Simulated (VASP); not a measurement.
OSZICAR of a VASP run on FeGe (space group P2_13):

### OSZICAR
```
       N       E                     dE             d eps       ncg     rms          rms(c)
DAV:   1     0.896270675846E+03    0.89627E+03   -0.30151E+04  6472   0.357E+03
DAV:   2     0.131717950686E+03   -0.76455E+03   -0.72750E+03  5472   0.858E+02
DAV:   3    -0.425816952059E+02   -0.17430E+03   -0.16502E+03  5480   0.247E+02
DAV:   4    -0.563752553679E+02   -0.13794E+02   -0.13516E+02  6515   0.801E+01
DAV:   5    -0.567197708873E+02   -0.34452E+00   -0.34335E+00  6334   0.142E+01    0.251E+01
DAV:   6    -0.609064309309E+02   -0.41867E+01   -0.71310E+01  6675   0.741E+01    0.281E+01
DAV:   7    -0.518158882755E+02    0.90905E+01   -0.33824E+01  6275   0.557E+01    0.566E+00
DAV:   8    -0.518986887538E+02   -0.82800E-01   -0.28702E+00  6144   0.768E+00    0.313E+00
DAV:   9    -0.518193764914E+02    0.79312E-01   -0.18515E-01  6978   0.364E+00    0.111E+00
DAV:  10    -0.518123932188E+02    0.69833E-02   -0.24500E-02  7163   0.125E+00    0.295E-01
DAV:  11    -0.518112667818E+02    0.11264E-02   -0.28362E-03  5983   0.458E-01    0.121E-01
DAV:  12    -0.518112312154E+02    0.35566E-04   -0.40281E-04  6973   0.128E-01    0.646E-02
DAV:  13    -0.518112349291E+02   -0.37137E-05   -0.50825E-05  6097   0.656E-02    0.331E-02
DAV:  14    -0.518112339028E+02    0.10263E-05   -0.51505E-06  5262   0.167E-02    0.105E-02
DAV:  15    -0.518112330237E+02    0.87916E-06   -0.10339E-06  2976   0.103E-02
   1 F= -.51811233E+02 E0= -.51812425E+02  d E =-.518112E+02  mag=     4.1324
       N       E                     dE             d eps       ncg     rms          rms(c)
DAV:   1    -0.518112759903E+02   -0.42087E-04   -0.17872E-02  7253   0.650E-01    0.312E-02
DAV:   2    -0.518113057372E+02   -0.29747E-04   -0.39998E-04  6770   0.183E-01    0.254E-02
DAV:   3    -0.518112984520E+02    0.72853E-05   -0.44800E-05  6729   0.745E-02    0.120E-02
DAV:   4    -0.518112965420E+02    0.19100E-05   -0.44904E-06  5284   0.197E-02    0.551E-03
DAV:   5    -0.518112963437E+02    0.19828E-06   -0.63147E-07  2840   0.634E-03
   2 F= -.51811296E+02 E0= -.51812492E+02  d E =-.633200E-04  mag=     4.1322
```

Task: Which electronic solver shows in the log?

Result: It is blocked Davidson (ALGO = Normal, or the opening steps of other solvers). The INCAR had ALGO = Normal.

Task: How was spin treated?

Result: Collinear spin (ISPIN = 2): the summary line carries one mag value, 4.13 μB in the cell.

Task: Can the final energy be trusted as converged?

Result: The run converged. It stopped with EDIFF = 1E-6, NELM = 100, NSW = 60 and EDIFFG = -0.02 after 2 ionic steps (PBE GGA, plane waves, VASP's PBE PAW potentials (set 64)). The run has a spin-polarised start.

The structure comes from a computed database's FeGe entry (P2_13); how it stands against other phases isn't given here. This run relaxes it. Symmetry was kept, so distortions that lower it aren't found. The start is the result of an earlier pass.
